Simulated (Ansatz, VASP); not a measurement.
**Be (Beryllium) in two plane-wave programs**

Wanted: the spread between two codes on one cell, functional and k mesh. The cell is taken from a series of runs on this material, whose earlier steps may have relaxed, scaled, displaced or heated it; both programs get it as it stands.

Calculated with Ansatz 0.2.0; plane waves, with VASP 6.6.1 beside it; zone-centre phonons at PBEsol.

### Step 1. The structure

It takes space group P6_3/mmc (No. 194, hexagonal). The conventional cell has a = 2.258 Å, b = 2.258 Å, c = 3.551 Å, α = 90.00°, β = 90.00°, γ = 120.00°. Nearest to Be lie 12 Be at 2.20 to 2.26 Å.

### Step 2. VASP: zone-centre phonons, PBEsol

Second derivatives magnify differences that forces hide, and they need a tight electronic threshold.

Lines of VASP's logs that name or quote its potential files are left out, and so is its time.

Contents of INCAR:

```
SYSTEM = Be
PREC = Accurate
ENCUT = 600
EDIFF = 1E-08
NELM = 120
ISMEAR = 1
SIGMA = 0.2
LREAL = .FALSE.
ALGO = Normal
GGA = PS
NBANDS = 8
LORBIT = 11
LWAVE = .FALSE.
LCHARG = .FALSE.
ISIF = 2
IBRION = 8
LASPH = .TRUE.
GGA_COMPAT = .FALSE.
KPAR = 2
```

Contents of POSCAR:

```
Be
1.0
    2.2578477784      0.0000000000      0.0000000000
   -1.1289238892      1.9553535340      0.0000000000
    0.0000000000      0.0000000000      3.5511937668
Be
2
Direct
    0.3333333333      0.6666666667      0.2500000000
    0.6666666667      0.3333333333      0.7500000000
```

Contents of KPOINTS:

```
Automatic mesh
0
Gamma
27 27 14
0 0 0
```

PAW data sets: Be (PBE family, release 64).

On the command line:

```sh
mpirun -np 2 vasp_std
```

Numbers of over 12 decimals in the logs are rounded to 6 here.

The program printed:

```text
[banner, memory and clock lines left out]
running    2 mpi-ranks, on    1 nodes
 distrk:  each k-point on    1 cores,    2 groups
 distr:  one band on    1 cores,    1 groups

 POSCAR found type information on POSCAR Be
 POSCAR found :  1 types and       2 ions
|                                                                             |
|               ----> ADVICE to this user running VASP <----                  |
|                                                                             |
|     You enforced a specific xc type in the INCAR file but a different       |
|     [... a line on the potential file left out ...]
|     I HOPE YOU KNOW WHAT YOU ARE DOING!                                     |
|                                                                             |

 LDA part: xc-table for (Slater+PW92), standard interpolation
 POSCAR, INCAR and KPOINTS ok, starting setup
 FFT: planning ... GRIDC
 FFT: planning ... GRID_SOFT
 FFT: planning ... GRID
 WAVECAR not read
 entering main loop
       N       E                     dE             d eps       ncg     rms          rms(c)
DAV:   1    -0.325510645275E+01   -0.32551E+01   -0.19871E+03  9632   0.464E+02
DAV:   2    -0.800915046515E+01   -0.47540E+01   -0.46467E+01 15424   0.557E+01
DAV:   3    -0.802979959595E+01   -0.20649E-01   -0.20646E-01 10432   0.307E+00
DAV:   4    -0.802982679086E+01   -0.27195E-04   -0.27195E-04 14488   0.897E-02
DAV:   5    -0.802982679274E+01   -0.18780E-08   -0.12085E-08 10352   0.455E-04    0.125E+00
DAV:   6    -0.800638495406E+01    0.23442E-01   -0.26884E-03 10160   0.581E-01    0.762E-01
DAV:   7    -0.799658957542E+01    0.97954E-02   -0.38080E-03 10848   0.597E-01    0.146E-02
DAV:   8    -0.799658739878E+01    0.21766E-05   -0.12237E-05 10928   0.282E-02    0.617E-03
DAV:   9    -0.799658807485E+01   -0.67607E-06   -0.45805E-07 12440   0.497E-03    0.468E-04
DAV:  10    -0.799658806278E+01    0.12070E-07   -0.37045E-10 10448   0.145E-04    0.161E-04
DAV:  11    -0.799658805384E+01    0.89412E-08   -0.98003E-11  6024   0.882E-05
   1 F= -.79965881E+01 E0= -.79966640E+01  d E =0.227830E-03
 Linear response reoptimize wavefunctions to high precision
DAV:   1    -0.799658805248E+01    0.13565E-08   -0.30654E-12  7280   0.182E-05
DAV:   2    -0.799658805248E+01   -0.14211E-13   -0.16959E-13  4808   0.397E-06
 Linear response DOF=           2
 Linear response progress:
  Degree of freedom:   1/  2
       N       E                     dE             d eps       ncg     rms          rms(c)
RMM:   1    -0.664326199016E-02   -0.66433E-02   -0.23655E-03102919   0.281E-01
RMM:   2    -0.663165421420E-02    0.11608E-04   -0.23072E-05 73467   0.295E-02    0.236E-02
RMM:   3    -0.663557957624E-02   -0.39254E-05   -0.71887E-07 73869   0.524E-03    0.141E-02
RMM:   4    -0.665835236659E-02   -0.22773E-04   -0.14799E-06 74142   0.730E-03    0.300E-04
RMM:   5    -0.665828246099E-02    0.69906E-07   -0.37815E-10 75350   0.348E-04    0.116E-04
RMM:   6    -0.665824233575E-02    0.40125E-07    0.23868E-11 74901   0.457E-05    0.414E-06
RMM:   7    -0.665823497595E-02    0.73598E-08    0.21132E-10 70730   0.304E-06    0.179E-06
 first order change of Fermi-energy   0.17742E-05
 force on displaced ion       1 direction 1 :  -3.673   0.000   0.000
 Linear response progress:
  Degree of freedom:   2/  2
       N       E                     dE             d eps       ncg     rms          rms(c)
RMM:   1    -0.166835466868E-01   -0.16684E-01    0.30163E-02 36569   0.657E-01
RMM:   2    -0.149243693636E-01    0.17592E-02    0.34663E-03 23454   0.885E-02    0.105E-01
RMM:   3    -0.146152198814E-01    0.30915E-03    0.92130E-04 23154   0.910E-02    0.394E-02
RMM:   4    -0.148372112618E-01   -0.22199E-03    0.13674E-04 23811   0.516E-02    0.410E-03
RMM:   5    -0.148653329713E-01   -0.28122E-04   -0.29322E-05 24726   0.380E-03    0.576E-04
RMM:   6    -0.148637463338E-01    0.15866E-05   -0.56060E-06 24475   0.369E-04    0.721E-05
RMM:   7    -0.148630449157E-01    0.70142E-06   -0.11575E-06 25211   0.405E-05    0.176E-05
RMM:   8    -0.148629849595E-01    0.59956E-07   -0.40912E-08 24162   0.146E-05    0.726E-07
RMM:   9    -0.148629817124E-01    0.32472E-08   -0.10482E-08 23630   0.180E-06    0.260E-07
 first order change of Fermi-energy   0.51513E-05
 force on displaced ion       1 direction 3 :   0.000   0.000  -8.307
 Linear response finished
```

OUTCAR, selected parts (step 2):

```text
ion  position               nearest neighbor table
   1  0.333  0.667  0.250-   2 2.20   2 2.20   2 2.20   2 2.20   2 2.20   2 2.20
   2  0.667  0.333  0.750-   1 2.20   1 2.20   1 2.20   1 2.20   1 2.20   1 2.20

  LATTYP: Found a hexagonal cell.
 ALAT       =     2.2578477784
 C/A-ratio  =     1.5728224909

 Subroutine GETGRP returns: Found 24 space group operations
 (whereof 12 operations were pure point group operations)

The static configuration has the point symmetry D_3d.
 The point group associated with its full space group is D_6h.

 Found    600 irreducible k-points:

   k-points           NKPTS =    600   k-points in BZ     NKDIM =    600   number of bands    NBANDS=      8

   dimension x,y,z NGX =    18 NGY =   18 NGZ =   28
   dimension x,y,z NGXF=    36 NGYF=   36 NGZF=   56

   ENCUT  =  600.0 eV  44.10 Ry    6.64 a.u.   4.51  4.51  7.09*2*pi/ulx,y,z

   NELECT =       4.0000    total number of electrons

 k-points in reciprocal lattice and weights: Automatic mesh
   0.00000000  0.00000000  0.00000000       0.000
   0.03703704  0.00000000  0.00000000       0.001
   0.07407407  0.00000000  0.00000000       0.001
   0.11111111  0.00000000  0.00000000       0.001
   0.14814815  0.00000000  0.00000000       0.001
   0.18518519  0.00000000  0.00000000       0.001
   0.22222222  0.00000000  0.00000000       0.001
   0.25925926  0.00000000  0.00000000       0.001
   0.29629630  0.00000000  0.00000000       0.001
[...]
0.33333333  0.29629630  0.50000000       0.001
   0.33333333  0.33333333  0.50000000       0.000

 average (electrostatic) potential at core
       1 -32.7385       2 -32.7385

  Total        0.0338046      0.0338046      0.0412461      0.0000000      0.0000000      0.0000000
  in kB        3.4545501      3.4545501      4.2150149      0.0000000      0.0000000      0.0000000
  external PRESSURE =       3.7080384 kB  Pullay stress =       0.0000000 kB

  energy-cutoff  :      600.00
  volume of cell :       15.68
      direct lattice vectors                 reciprocal lattice vectors
     2.257847778  0.000000000  0.000000000     0.442899654  0.255708234  0.000000000
    -1.128923889  1.955353534  0.000000000     0.000000000  0.511416469  0.000000000
     0.000000000  0.000000000  3.551193767     0.000000000  0.000000000  0.281595448

 POSITION                                       TOTAL-FORCE (eV/Angst)
 -----------------------------------------------------------------------------------
     -0.00000      1.30357      0.88780        -0.000000      0.000000      0.000000
      1.12892      0.65178      2.66340         0.000000     -0.000000      0.000000
 -----------------------------------------------------------------------------------
    total drift:                                0.000000     -0.000000      0.000000

 Eigenvectors and eigenvalues of the dynamical matrix
 ----------------------------------------------------

   1 f  =   21.225781 THz   133.365513 2PiTHz  708.015833 cm-1    87.782736 meV
             X         Y         Z           dx          dy          dz
     -0.000000  1.303569  0.887798     0.000000    0.000000    0.707107
      1.128924  0.651785  2.663395     0.000000    0.000000   -0.707107

   2 f  =   14.113114 THz    88.675313 2PiTHz  470.762822 cm-1    58.367125 meV
             X         Y         Z           dx          dy          dz
     -0.000000  1.303569  0.887798    -0.000006   -0.707107    0.000000
      1.128924  0.651785  2.663395     0.000006    0.707107    0.000000

   3 f  =   14.113114 THz    88.675313 2PiTHz  470.762822 cm-1    58.367125 meV
             X         Y         Z           dx          dy          dz
     -0.000000  1.303569  0.887798    -0.707107    0.000006   -0.000000
      1.128924  0.651785  2.663395     0.707107   -0.000006    0.000000

   4 f  =    0.000000 THz     0.000002 2PiTHz    0.000008 cm-1     0.000001 meV
             X         Y         Z           dx          dy          dz
     -0.000000  1.303569  0.887798    -0.075291    0.703087   -0.000000
      1.128924  0.651785  2.663395    -0.075291    0.703087    0.000000

   5 f  =    0.000000 THz     0.000001 2PiTHz    0.000004 cm-1     0.000001 meV
             X         Y         Z           dx          dy          dz
     -0.000000  1.303569  0.887798     0.703087    0.075291   -0.000000
      1.128924  0.651785  2.663395     0.703087    0.075291    0.000000

   6 f  =    0.000000 THz     0.000000 2PiTHz    0.000000 cm-1     0.000000 meV
             X         Y         Z           dx          dy          dz
     -0.000000  1.303569  0.887798     0.000000    0.000000    0.707107
      1.128924  0.651785  2.663395     0.000000    0.000000    0.707107

 ELASTIC MODULI CONTR FROM IONIC RELAXATION (kBar)
 Direction    XX          YY          ZZ          XY          YZ          ZX
 --------------------------------------------------------------------------------
 XX        -188.2490    188.2490      0.0000      0.0000     -0.0000      0.0000
 YY         188.2490   -188.2490      0.0000     -0.0000     -0.0000      0.0000
 ZZ           0.0000      0.0000     -0.0000      0.0000      0.0000      0.0000
 XY           0.0000     -0.0000      0.0000   -188.2490     -0.0000      0.0000
 YZ          -0.0000     -0.0000      0.0000     -0.0000     -0.0000      0.0000
 ZX           0.0000      0.0000      0.0000      0.0000      0.0000      0.0000
 --------------------------------------------------------------------------------
```

### Step 3. Ansatz: zone-centre phonons, PBEsol

Ansatz runs on its default PAW (the set named soft_2) files.

The same cell, functional, mesh and smearing now go to Ansatz, which takes its cutoff from its data sets.

Contents of input.yaml:

```yaml
crystal:
  lattice:
    - [2.2578477784, 0.0, 0.0]
    - [-1.1289238892, 1.955353534, 0.0]
    - [0.0, 0.0, 3.5511937668]
  atoms:
    - { symbol: Be, position: [0.3333333333, 0.6666666667, 0.25] }
    - { symbol: Be, position: [0.6666666667, 0.3333333333, 0.75] }
kpoints:
  mp_grid: { grid: [27, 27, 14] }
hamiltonian:
  xc: pbesol
scf:
  occupations: { method: methfessel_paxton, width: 0.2 }
output:
  eigenvalues: true
phonons:
  method: dfpt
```

On the command line:

```sh
ansatz run input.yaml --threads 4 --pin off --max-ram 7168MiB --backend cpu --events-out ev --progress --plain --runs-dir out
```

The program printed:

```text
zone centre: on kpoints.mp_grid the ground state, and the responses unless they are solved on pairs of k-points, stand on 1568 of the mesh's 10206 k-points, reduced under 4 symmetry operations, with k and −k counted as one. Each operation leaves every solved displacement unchanged or reverses it
Engine: ansatz 0.2.0, aarch64-unknown-linux-gnu
Pseudopotentials: kind: paw
Pseudopotential: Be, paw, valence charge 2, recommended cutoff 420 eV (normal), Be.paw.azcp
Functional definition: PBEsol
  exchange = pbesol_x
  correlation = pbesol_c
Crystal: 2 atoms, lattice volume = 15.678 Å³
Basis set: ecut = 420 eV, 311 PW (Γ), exchange–correlation on 32×32×48 points (8 copies of the dense FFT grid, shifted against one another)
Bands: 6, of which v1, the nominal top of the filled ones, is band 2 counted from 1 (1 counted from 0)
Symmetry: 24 space group operations
k-points: 1568 of 10206 (irreducible under 4 space group operations, time reversal used)
Non-local potential: Be, projectors of the file, l = 0: 2, l = 1: 2, l = 2: 1
PAW form: soft (Blöchl's): semilocal exchange-correlation on the pseudo side does not see the compensation charge
PAW frozen core: Be, regenerated for the run's functional, and the local potential with it (the file was generated under x = pbe(κ = 0.804, μ = 0.219515), c = pbe(β = 0.066725))
PAW one-centre angular grid: Be, 110 points (default); XC on 64 Gauss nodes
Initial density: superposition of atomic densities (neutral atoms: chi_scale 0, normalization atom), corrected by the library's trained network
Initial wavefunctions: pseudopotential atomic-orbital guess
Functional: x = pbesol(κ = 0.804, μ = 0.123457), c = pbesol(β = 0.046)
SCF iter   1: F=—  HF=-180.700751 eV  |F-HF|=—  |Δ(HF+E_count)|=         —  Δρ=1.49e-3  dr2=2.67e-4  ethr=1.77e-3  ⟨swp⟩=5.3  Hψ=78949  notcnv=0
preconditioner: auto → none  [metal: Δε(μ)=0.093 eV  Ē_g=12.969 eV  σ=0.200 eV  W_gap=0.37  n_scr=2 (ndim 8)  ℏωp=18.8 eV  f_vac=0.000  D(μ)=0.14/eV (n_scr^D=0)  sad-step TF]
SCF iter   2: F=—  HF=-180.700684 eV  |F-HF|=—  |Δ(HF+E_count)|=   6.64e-5  S|Δr|=    0.00e0  Δρ=9.15e-4  dr2=1.02e-4  ethr=6.67e-6  ⟨swp⟩=1.3  Hψ=22427  notcnv=0
SCF iter   3: F=—  HF=-180.700629 eV  |F-HF|=—  |Δ(HF+E_count)|=   5.53e-5  S|Δr|=    0.00e0  Δρ=2.47e-5  dr2=4.18e-8  ethr=2.55e-6  ⟨swp⟩=1.1  Hψ=9618  notcnv=0
SCF iter   4: F=—  HF=-180.700628 eV  |F-HF|=—  |Δ(HF+E_count)|=   5.90e-7  S|Δr|=    0.00e0  Δρ=6.18e-6  dr2=5.00e-9  ethr=1.05e-9  ⟨swp⟩=2.0  Hψ=12536  notcnv=0
SCF iter   5: F=—  HF=-180.700628 eV  |F-HF|=—  |Δ(HF+E_count)|=   1.50e-9  S|Δr|=    0.00e0  Δρ=3.87e-7  dr2=1.80e-11  ethr=1.25e-10  ⟨swp⟩=1.0  Hψ=9406  notcnv=0
SCF iter   6: F=-180.700628 eV  HF=-180.700628 eV  |F-HF|=2.84e-14  |Δ(HF+E_count)|=  1.65e-12  S|Δr|=    0.00e0  Δρ=2.51e-8  dr2=4.69e-14  ethr=1.00e-12  ⟨swp⟩=4.0  Hψ=23640  notcnv=0
SCF 1 converged in 6 iterations: F = -180.700628 eV  dr2 = 4.69e-14
  greatest PAW one-centre occupation: 0.362 electrons in one spin orbital (limit 2), on the Be atom at site 1 (counted from 0), in its partial waves of l = 0
DFPT response loops at Γ: preconditioner auto → Kerker (q_TF=auto, 2.173 Å⁻¹) (partly filled bands, converged f_vac=0.000); β = 1.00, the filter's whole step (`scf.mixing.beta` (0.50) is not read by the response loops under this deck's `scf.mixing.preconditioner`; to damp them name `kerker` or `kerker_dos`, under which they read `scf.mixing.beta`, and type it under 1.00, their step now; both keys bind the ground state too); Broyden in place of MSR1
SCF converged after 6 iterations
Stability not checked: this state was not tested for a lower state beside it, because cold or Methfessel-Paxton smearing, or corrected tetrahedra, fill the levels in a way that the test cannot read (fill_not_monotonic; see scf.lower_state_search)
Free energy (F): -180.700628 eV
Harris-Foulkes:  -180.700628 eV  (|F-HF|=2.84e-14)
Internal energy: -180.700859 eV  (E = F + TS)
E sigma→0 (E₀):  -180.700686 eV
Entropy (-TS):   0.000231 eV (0.115 meV/atom)
Fermi energy:    8.113913 eV
Step filling:    the computed levels leave a gap of 0.0000 eV = 0.0 smearing widths at the electron count; against every level under it full and every level over it empty, smearing changes F+E_penalty+E_count by +0.237 meV and its σ→0 estimate by +0.180 meV
--- Per-component energies (eV) ---
  E_band       = 12.401733
  E_kinetic    = 42.365780
  E_local      = 5.688480  (includes V_loc(G=0)·N_el)
  E_nonlocal   = 8.870039
  E_hartree    = 0.082566
  E_xc         = -39.524654
  E_vxc        = -41.946343  (∫ρ·V_xc dr)
  E_paw        = -114.476855  (= ΣΔE_a)
  E_vpaw       = -2.741354  (= ΣTr[D̂ρ^β])
  E_aug_tail   = -0.000001  (compensation charges beyond the density's cutoff)
  E_ewald      = -83.725276
  E_core_change = 0.019063  (= ΣΔE_core)
  E_smearing   = 0.000231  (= −TS)
  E_closure    = -0.000000  (closes the sum)
  Σ components = -180.700628   (vs F -180.700628, Δ=0.00e0)
--- Band table (eV; the first three rows and the last of 1568) ---
  k-point 0: bands = ["-3.1963", "3.7110", "9.3569", "24.2543", "24.2543", "27.1275"]
  k-point 1: bands = ["-3.1520", "3.4419", "9.7301", "24.2952", "24.2952", "27.1140"]
  k-point 2: bands = ["-3.0191", "2.7880", "10.6954", "24.4163", "24.4163", "27.0680"]
  k-point 1567: bands = ["3.8986", "3.8986", "12.2163", "12.2163", "16.0851", "16.0851"]
--- Phonons (Γ-DFPT): 2 representative perturbations + reference, on 1568 of 10206 k-points (Σ response iterations 6) ---
  k mesh reduced under 4 symmetry operations, with k and −k counted as one. Each operation leaves every solved displacement unchanged or reverses it
  ASR residual: 1.871e-4 → 0.000e0 eV/Å²; symmetrization residual: 3.553e-15 eV/Å²
  ASR residual per site (eV/Å²): 1.87e-4 1.87e-4
  Γ frequencies (cm⁻¹): 0.00 0.00 0.00 470.63 470.63 701.56
  non-analytic LO–TO correction: not included (Born effective charges unavailable; polar crystals: no LO–TO splitting at Γ)
```

### Step 4. Side by side

Known differences besides the potentials themselves: the cutoff is 420 eV in Ansatz and 600 eV in VASP; Ansatz makes its cores anew for this functional, VASP keeps those of its PBE data sets. Total energies have different zeros and are not compared.

The two programs side by side:

```
                  quantity  Ansatz   VASP  difference
optical mode 1 to 2 (cm⁻¹)   470.6  470.8     -0.03 %
     optical mode 3 (cm⁻¹)   701.6  708.0     -0.91 %
```

Modes are paired by rising frequency, not by their patterns, so a pair may set unlike modes beside each other; they are those without the splitting of longitudinal modes.

### Step 5. What came out

| Property | Result |
| --- | --- |
| r.m.s. difference of the optical zone-centre modes, each program's sorted by frequency (zone-centre phonons, PBEsol) | 3.7 cm⁻¹ |
| difference in optical mode 3 (zone-centre phonons, PBEsol) | -0.9 % |

**Reading.** The r.m.s. difference of the optical zone-centre modes, each program's sorted by frequency is 3.7 cm⁻¹ (zone-centre phonons, PBEsol). Among the rows given in per cent, the largest difference of the zone-centre phonons, PBEsol pair is in optical mode 3, -0.9 %. How closely two codes agree says nothing of how well the functional describes the real material.

[Lines on the potential files, build, host, timing and source positions are cut from VASP's logs without a mark.]

[Logs are printed without paths, hosts, clocks, repeated set-up lines and the standing remarks that a program may print on its own settings, such as how far it seeks lower states.]

[Hosts, paths, dates, database ids (printed as entryN), source tags and the programs' standing remarks are cut or masked in the printed files.]
